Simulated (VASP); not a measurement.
# InPd: vacancies and antisites compared, part 5 of 6

Which native defect is cheapest in InPd, and how does that change with the growth condition? The start is a computed cell from the Materials Project.

VASP 6.6.1, plane waves and PAW; the level of theory is named at each step.

So far, formation energy of the neutral defect (eV): step 7 (energies of this defect, 53 atoms, defect vacancy, element …) 0.788.

## (8) The defect cell, 53 atoms, defect In vacancy

This step: PBEsol; plane waves and PAW (In, Pd) (VASP 6.6.1).

System of this step: In26Pd27. The cell holds 53 atoms: 26 In and 27 Pd. Its edges and angles: a = 9.738 Å, b = 9.738 Å, c = 9.738 Å, α = 90.0°, β = 90.0°, γ = 90.0°. It derives from InPd. Nearest the centre at fractional (0.000, 0.000, 0.000): Pd53 at 2.81 Å, Pd47 at 2.81 Å, Pd35 at 2.81 Å, Pd51 at 2.81 Å, Pd29 at 2.81 Å, Pd27 at 2.81 Å, Pd33 at 2.81 Å, Pd45 at 2.81 Å.

Input file INCAR:

```
SYSTEM = In26Pd27
PREC = Normal
ENCUT = 300
EDIFF = 1E-05
NELM = 120
ISMEAR = 1
SIGMA = 0.2
LREAL = Auto
ALGO = Fast
GGA = PS
NBANDS = 216
LASPH = .TRUE.
LORBIT = 11
LWAVE = .FALSE.
LCHARG = .TRUE.
KPAR = 4
NCORE = 2
IBRION = 2
NSW = 50
ISIF = 2
EDIFFG = -0.03
POTIM = 0.4
MAXMIX = 40
ISYM = 2
```

Input file POSCAR:

```
In26Pd27
1.0
    9.7380996528      0.0000000000      0.0000000000
    0.0000000000      9.7380996528      0.0000000000
    0.0000000000      0.0000000000      9.7380996528
In Pd
26 27
Direct
    0.0000000000      0.0000000000      0.3333333300
    0.0000000000      0.0000000000      0.6666666700
    0.0000000000      0.3333333300      0.0000000000
    0.0000000000      0.3333333300      0.3333333300
    0.0000000000      0.3333333300      0.6666666700
    0.0000000000      0.6666666700      0.0000000000
    0.0000000000      0.6666666700      0.3333333300
    0.0000000000      0.6666666700      0.6666666700
    0.3333333300      0.0000000000      0.0000000000
    0.3333333300      0.0000000000      0.3333333300
    0.3333333300      0.0000000000      0.6666666700
    0.3333333300      0.3333333300      0.0000000000
    0.3333333300      0.3333333300      0.3333333300
    0.3333333300      0.3333333300      0.6666666700
    0.3333333300      0.6666666700      0.0000000000
    0.3333333300      0.6666666700      0.3333333300
    0.3333333300      0.6666666700      0.6666666700
    0.6666666700      0.0000000000      0.0000000000
    0.6666666700      0.0000000000      0.3333333300
    0.6666666700      0.0000000000      0.6666666700
    0.6666666700      0.3333333300      0.0000000000
    0.6666666700      0.3333333300      0.3333333300
    0.6666666700      0.3333333300      0.6666666700
    0.6666666700      0.6666666700      0.0000000000
    0.6666666700      0.6666666700      0.3333333300
    0.6666666700      0.6666666700      0.6666666700
    0.1666666700      0.1666666700      0.1666666700
    0.1666666700      0.1666666700      0.5000000000
    0.1666666700      0.1666666700      0.8333333300
    0.1666666700      0.5000000000      0.1666666700
    0.1666666700      0.5000000000      0.5000000000
    0.1666666700      0.5000000000      0.8333333300
    0.1666666700      0.8333333300      0.1666666700
    0.1666666700      0.8333333300      0.5000000000
    0.1666666700      0.8333333300      0.8333333300
    0.5000000000      0.1666666700      0.1666666700
    0.5000000000      0.1666666700      0.5000000000
    0.5000000000      0.1666666700      0.8333333300
    0.5000000000      0.5000000000      0.1666666700
    0.5000000000      0.5000000000      0.5000000000
    0.5000000000      0.5000000000      0.8333333300
    0.5000000000      0.8333333300      0.1666666700
    0.5000000000      0.8333333300      0.5000000000
    0.5000000000      0.8333333300      0.8333333300
    0.8333333300      0.1666666700      0.1666666700
    0.8333333300      0.1666666700      0.5000000000
    0.8333333300      0.1666666700      0.8333333300
    0.8333333300      0.5000000000      0.1666666700
    0.8333333300      0.5000000000      0.5000000000
    0.8333333300      0.5000000000      0.8333333300
    0.8333333300      0.8333333300      0.1666666700
    0.8333333300      0.8333333300      0.5000000000
    0.8333333300      0.8333333300      0.8333333300
```

Input file KPOINTS:

```
Automatic mesh
0
Monkhorst-Pack
3 3 3
0 0 0
```

The projector-augmented-wave data sets are In and Pd (PBE family, release 64).

Command:

```console
$ mpirun -np 8 vasp_std
```

What it wrote:

```text
[... set-up lines as in an earlier step ...]
 entering main loop
       N       E                     dE             d eps       ncg     rms          rms(c)
DAV:   1     0.142051108729E+04    0.14205E+04   -0.10929E+05  1736   0.920E+02
DAV:   2    -0.191887634554E+03   -0.16124E+04   -0.15253E+04  1912   0.230E+02
DAV:   3    -0.271868067159E+03   -0.79980E+02   -0.77135E+02  1960   0.482E+01
DAV:   4    -0.273900352599E+03   -0.20323E+01   -0.20078E+01  2016   0.750E+00
DAV:   5    -0.273970842750E+03   -0.70490E-01   -0.70377E-01  2000   0.130E+00    0.356E+01
RMM:   6    -0.268489020200E+03    0.54818E+01   -0.17344E+01  1728   0.923E+00    0.179E+01
RMM:   7    -0.266668265614E+03    0.18208E+01   -0.23259E+00  1728   0.284E+00    0.719E+00
RMM:   8    -0.266214552723E+03    0.45371E+00   -0.91048E-01  1729   0.181E+00    0.210E+00
RMM:   9    -0.266222623802E+03   -0.80711E-02   -0.15581E-01  1753   0.562E-01    0.197E+00
RMM:  10    -0.266224566385E+03   -0.19426E-02   -0.39000E-02  1773   0.297E-01    0.837E-01
RMM:  11    -0.266218741150E+03    0.58252E-02   -0.19568E-02  1736   0.219E-01    0.207E-01
RMM:  12    -0.266218850106E+03   -0.10896E-03   -0.46993E-03  1769   0.113E-01    0.764E-02
RMM:  13    -0.266218944548E+03   -0.94442E-04   -0.14349E-03  1824   0.491E-02    0.906E-02
RMM:  14    -0.266218937228E+03    0.73207E-05   -0.22090E-04  1773   0.257E-02    0.324E-02
RMM:  15    -0.266218933333E+03    0.38950E-05   -0.61934E-05  1333   0.111E-02
   1 F= -.26621893E+03 E0= -.26621192E+03  d E =-.266219E+03
 curvature:   0.00 expect dE= 0.000E+00 dE for cont linesearch  0.000E+00
 trial: gam= 0.00000 g(F)=  0.890E-01 g(S)=  0.000E+00 ort = 0.000E+00 (trialstep = 0.100E+01)
 search vector abs. value=  0.890E-01
 bond charge predicted
       N       E                     dE             d eps       ncg     rms          rms(c)
DAV:   1    -0.266292993885E+03   -0.74057E-01   -0.76975E-01  1824   0.157E+00    0.446E-01
RMM:   2    -0.266294829093E+03   -0.18352E-02   -0.30937E-02  1728   0.320E-01    0.165E-01
RMM:   3    -0.266295220353E+03   -0.39126E-03   -0.53338E-03  1755   0.129E-01    0.839E-02
RMM:   4    -0.266295292262E+03   -0.71909E-04   -0.10157E-03  1774   0.594E-02    0.498E-02
RMM:   5    -0.266295313127E+03   -0.20865E-04   -0.24709E-04  1758   0.304E-02    0.334E-02
RMM:   6    -0.266295315325E+03   -0.21974E-05   -0.82721E-05  1687   0.195E-02
   2 F= -.26629532E+03 E0= -.26628821E+03  d E =-.763820E-01
[... from here on, the cycles between the ionic steps are left out ...]
   3 F= -.26636338E+03 E0= -.26635652E+03  d E =-.144443E+00
   4 F= -.26636584E+03 E0= -.26635912E+03  d E =-.146908E+00
   5 F= -.26636592E+03 E0= -.26635927E+03  d E =-.146983E+00
   6 F= -.26636610E+03 E0= -.26635942E+03  d E =-.147170E+00
   7 F= -.26637343E+03 E0= -.26636694E+03  d E =-.732985E-02
   8 F= -.26639443E+03 E0= -.26638828E+03  d E =-.283319E-01
   9 F= -.26642336E+03 E0= -.26641691E+03  d E =-.572540E-01
  10 F= -.26639533E+03 E0= -.26638644E+03  d E =-.292287E-01
  11 F= -.26642537E+03 E0= -.26641823E+03  d E =-.592660E-01
  12 F= -.26642721E+03 E0= -.26642036E+03  d E =-.611100E-01
  13 F= -.26643463E+03 E0= -.26642805E+03  d E =-.742021E-02
  14 F= -.26643592E+03 E0= -.26642968E+03  d E =-.870548E-02
  15 F= -.26643606E+03 E0= -.26642976E+03  d E =-.885021E-02
  16 F= -.26644083E+03 E0= -.26643473E+03  d E =-.477153E-02
  17 F= -.26644205E+03 E0= -.26643646E+03  d E =-.599194E-02
 curvature:  -4.80 expect dE=-0.507E-02 dE for cont linesearch -0.114E-02
 ZBRENT: interpolating
 opt :   6.3071  next Energy=  -266.442822 (dE=-0.676E-02)
 bond charge predicted
       N       E                     dE             d eps       ncg     rms          rms(c)
DAV:   1    -0.266441084692E+03    0.97675E-03   -0.16267E+00  1744   0.224E+00    0.188E-01
RMM:   2    -0.266442527649E+03   -0.14430E-02   -0.15485E-02  1729   0.313E-01    0.639E-02
RMM:   3    -0.266442860256E+03   -0.33261E-03   -0.36278E-03  1740   0.131E-01    0.986E-03
RMM:   4    -0.266442939514E+03   -0.79259E-04   -0.78505E-04  1896   0.576E-02    0.106E-02
RMM:   5    -0.266442958555E+03   -0.19041E-04   -0.19643E-04  1618   0.264E-02    0.115E-02
RMM:   6    -0.266442960318E+03   -0.17627E-05   -0.31982E-05  1340   0.108E-02
  18 F= -.26644296E+03 E0= -.26643720E+03  d E =-.689729E-02
 curvature:  -3.23 expect dE=-0.119E-02 dE for cont linesearch -0.924E-06
 trial: gam= 0.11447 g(F)=  0.367E-03 g(S)=  0.000E+00 ort = 0.284E-04 (trialstep = 0.322E+01)
 search vector abs. value=  0.411E-03
 reached required accuracy - stopping structural energy minimisation
```

It took 15 min on 8 MPI ranks of AMD EPYC 7R13 (Zen 3), shared host; peak memory 2.4 GiB; 2 h of CPU time.

From OUTCAR (step 8):

```text
   NELECT =     348.0000    total number of electrons

 E-fermi :   8.5892

 k-point     1 :       0.0000    0.0000    0.0000
  band No.  band energies     occupation
    ...
    173       8.5957      0.94540
    174       8.5957      0.94540
    175       8.5957      0.94540
    176       8.6129      0.80157
    177       8.6129      0.80157
    178       8.7901     -0.05110
    179       8.7901     -0.05110
    180       8.7901     -0.05110
    181      10.5122     -0.00000
    182      10.5122     -0.00000
    ...

  Total       -4.6808268     -4.6808268     -4.6808268     -0.0000000      0.0000000     -0.0000000
  in kB       -8.1210187     -8.1210187     -8.1210187     -0.0000000      0.0000000     -0.0000000
  external PRESSURE =      -8.1210187 kB  Pullay stress =       0.0000000 kB

 POSITION                                       TOTAL-FORCE (eV/Angst)
 -----------------------------------------------------------------------------------
      0.00000      0.00000      3.10939        -0.000000     -0.000000      0.017223
      0.00000      0.00000      6.62871        -0.000000     -0.000000     -0.017223
      0.00000      3.10939      0.00000        -0.000000      0.017223      0.000000
      0.00000      3.25462      3.25462        -0.000000      0.009968      0.009968
      0.00000      3.25462      6.48348        -0.000000      0.009968     -0.009968
      0.00000      6.62871      0.00000        -0.000000     -0.017223      0.000000
      0.00000      6.48348      3.25462        -0.000000     -0.009968      0.009968
      0.00000      6.48348      6.48348        -0.000000     -0.009968     -0.009968
      3.10939      0.00000      0.00000         0.017223     -0.000000      0.000000
      3.25462      0.00000      3.25462         0.009968     -0.000000      0.009968
      3.25462      0.00000      6.48348         0.009968     -0.000000     -0.009968
      3.25462      3.25462      0.00000         0.009968      0.009968      0.000000
      3.24182      3.24182      3.24182         0.003719      0.003719      0.003719
      3.24182      3.24182      6.49628         0.003719      0.003719     -0.003719
      3.25462      6.48348      0.00000         0.009968     -0.009968      0.000000
      3.24182      6.49628      3.24182         0.003719     -0.003719      0.003719
      3.24182      6.49628      6.49628         0.003719     -0.003719     -0.003719
      6.62871      0.00000      0.00000        -0.017223     -0.000000      0.000000
      6.48348      0.00000      3.25462        -0.009968     -0.000000      0.009968
      6.48348      0.00000      6.48348        -0.009968     -0.000000     -0.009968
      6.48348      3.25462      0.00000        -0.009968      0.009968      0.000000
      6.49628      3.24182      3.24182        -0.003719      0.003719      0.003719
      6.49628      3.24182      6.49628        -0.003719      0.003719     -0.003719
      6.48348      6.48348      0.00000        -0.009968     -0.009968      0.000000
[...]
-----------------------------------------------------------------------------------
    total drift:                                0.000000      0.000000      0.000000

  FREE ENERGIE OF THE ION-ELECTRON SYSTEM (eV)
  ---------------------------------------------------
  free  energy   TOTEN  =      -266.4429603176 eV

  energy  without entropy=     -266.4256900619  energy(sigma->0) =     -266.43720357

[... 8 parts as in an earlier step ...]

[... 8 further parts left out ...]
```

Step by step:

| step | energy less that of the first step (eV) | largest force (eV/Å) |
| --- | --- | --- |
| 1 | 0.0000 | 0.5884 |
| 2 | -0.0764 | 0.4289 |
| 3 | -0.1444 | 0.0908 |
| 4 | -0.1469 | 0.0929 |
| 5 | -0.1470 | 0.0991 |
| 6 | -0.1472 | 0.0876 |
| 7 | -0.1545 | 0.0865 |
| 8 | -0.1755 | 0.0788 |
| 9 | -0.2044 | 0.1019 |
| 10 | -0.1764 | 0.1178 |
| 11 | -0.2064 | 0.1021 |
| 12 | -0.2083 | 0.1041 |
| 13 | -0.2157 | 0.0593 |
| 14 | -0.2170 | 0.0552 |
| 15 | -0.2171 | 0.0546 |
| 16 | -0.2219 | 0.0412 |
| 17 | -0.2231 | 0.0360 |
| 18 | -0.2240 | 0.0257 |

The atoms that moved most (Å):

| atom | dx | dy | dz | length |
| --- | --- | --- | --- | --- |
| In1 | 0.000 | 0.000 | -0.137 | 0.137 |
| In2 | 0.000 | 0.000 | 0.137 | 0.137 |
| In3 | 0.000 | -0.137 | 0.000 | 0.137 |
| In6 | 0.000 | 0.137 | 0.000 | 0.137 |
| In9 | -0.137 | 0.000 | 0.000 | 0.137 |
| In18 | 0.137 | 0.000 | 0.000 | 0.137 |
| Pd27 | 0.037 | 0.037 | 0.037 | 0.064 |
| Pd29 | 0.037 | 0.037 | -0.037 | 0.064 |

Numbers from this step:

* electronic cycles: 154
* electrons: 348
* free energy (TOTEN): -266.4430 eV
* energy at zero smearing: -266.4372 eV
* Fermi energy: 8.589 eV

Valence density in the ac plane at fractional y = 0.000, through the centre, with atoms of In within 0.45 Å of it. It is the smooth field of the valence electrons, not physical close to the nuclei.

Ten even steps from '0' (-0.06 e/Å³) to '9' (0.18 e/Å³), each cell a mean:
```
333468852268877884137975433
334568997789888998789975443
445678999999999999999986544
566789988888999988888988766
888899988889999998889998888
799988999899999999899989998
359988985469989985479989974
038988961038988961038988961
368988973148988973158988974
789989997789988997789988998
888999999999988999999999988
778999988888899888889999987
788999999888898888899999988
899999999899988998899999998
679988985469988985469988986
148988961038988961038988962
048988973148988973258988962
579988997789999997789989996
899999999999999999999999998
777889888889999988888998877
556688999888999988899987655
344578999899988999899976543
333468975579878886468975433
333458840058877873026875433
```
Columns run along a (9.7 Å), rows up along c (9.7 Å). Atoms in or near the plane, at fractional coordinates: In at (0.00, 0.32), In at (0.00, 0.68), In at (0.32, 0.00), In at (0.33, 0.33), In at (0.33, 0.67), In at (0.68, 0.00), In at (0.67, 0.33), In at (0.67, 0.67).

The run ended after 18 ionic steps, 0.224 eV below its first step, once the forces on the free atoms met EDIFFG = -0.03.

The 8 first neighbours (Pd) lie 2.81 Å from the site in the perfect crystal and 2.88 Å on average after the relaxation (+2.3 %).

## (9) Energies of this defect, 53 atoms, defect vacancy, element In

This step: point defect, PBEsol; plane waves and PAW (VASP 6.6.1).

Derived from the runs above.

This step gave:

```yaml
formation_energy_of_the_neutral_defect: 1.342 eV
```

Formation energy:

| formation energy (eV) | largest move (Å) |
| --- | --- |
| 1.342 | 0.1366 |

E_f is E(defect cell) less E(perfect cell), corrected for the atoms exchanged with their references.

References, in eV an atom: In -2.971 (crystal I4/mmm) and Pd -5.973 (crystal Fm-3m). They were run at the supercell's cutoff and functional, without U, and count both elements from their own phases.

The formation energy is 1.342 eV, and the largest move of an atom 0.14 Å.

(Continued in part 6 of 6.)

[Lines on the potential files, build, host, timing and source positions are cut from VASP's logs without a mark.]

[Logs are printed without paths, hosts, clocks, repeated set-up lines and the standing remarks that a program may print on its own settings, such as how far it seeks lower states.]

[Hosts, paths, dates, database ids (printed as entryN), source tags and the programs' standing remarks are cut or masked in the printed files.]

[In band tables of VASP the shares of atoms and orbitals are scaled to a sum of 1 inside the atoms' spheres.]

[Runs that stopped without an error message from VASP are left out.]
